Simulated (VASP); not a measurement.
Here is a VASP 6.6.1 calculation.

File INCAR:

```
  ALGO = Normal
  EDIFF = 1E-6
  ENCUT = 400
  ISIF = 2
  ISMEAR = 0
  IVDW = 1
  LASPH = True
  LCHARG = False
  LMAXMIX = 4
  LMIXTAU = True
  LREAL = False
  LWAVE = False
  METAGGA = TPSS
  NBANDS = 31
  NELM = 60
  PREC = Accurate
  SIGMA = 0.05
```

File KPOINTS:

```
k-points
0
Gamma
  6 6 6
```

POSCAR

```
Ag3SF
1.0
    4.5569870000      0.0005080000     -0.0017360000
    0.0005080000      4.5846220000      0.0364550000
   -0.0017360000      0.0364550000      4.6052280000
Ag S F
3 1 1
Direct
    0.0000000000      0.5000000000      0.5000000000
    0.5000000000      0.0000000000      0.5000000000
    0.5000000000      0.5000000000      0.0000000000
    0.0000000000      0.0000000000      0.0000000000
    0.5000000000      0.5000000000      0.5000000000
```

The input KPOINTS_OPT:

```
path XGY,LGZ,NGM,RG
10
line-mode
reciprocal
-0.5000000000  0.0000000000  0.0000000000  X
 0.0000000000  0.0000000000  0.0000000000  G

 0.0000000000  0.0000000000  0.0000000000  G
 0.0000000000 -0.5000000000  0.0000000000  Y

-0.5000000000 -0.5000000000  0.0000000000  L
 0.0000000000  0.0000000000  0.0000000000  G

 0.0000000000  0.0000000000  0.0000000000  G
 0.0000000000  0.5000000000  0.5000000000  Z

-0.5000000000  0.5000000000  0.5000000000  N
 0.0000000000  0.0000000000  0.0000000000  G

 0.0000000000  0.0000000000  0.0000000000  G
 0.0000000000  0.0000000000  0.5000000000  M

-0.5000000000  0.0000000000  0.5000000000  R
 0.0000000000  0.0000000000  0.0000000000  G
```

Potentials or basis: VASP PAW PBE potentials, release 64 (Ag, S, F_s).

The run is started by

```console
$ cat potpaw_PBE.64/Ag/POTCAR potpaw_PBE.64/S/POTCAR potpaw_PBE.64/F_s/POTCAR > POTCAR
$ mpirun -np 1 vasp_std > vasp.out
```

Question: Predict the pressure.

Answer: -0.8 GPa.

Question: Predict the band gap along the path.

Answer: None (metal or under the smearing width).

Question: Estimate the dispersion energy per atom.

Answer: -0.528 eV.

Stress tensor (GPa, compression positive):
```
-0.56  0.00  0.00
 0.00 -0.83  0.00
 0.00  0.00 -1.00
```

Caveat: atom-pairwise D2, TS and ULG terms overbind metals; the PAW data sets were made with another functional, which shifts forces and pressure a little; pairwise dispersion overbinds metals, which lowers pressure and volume.
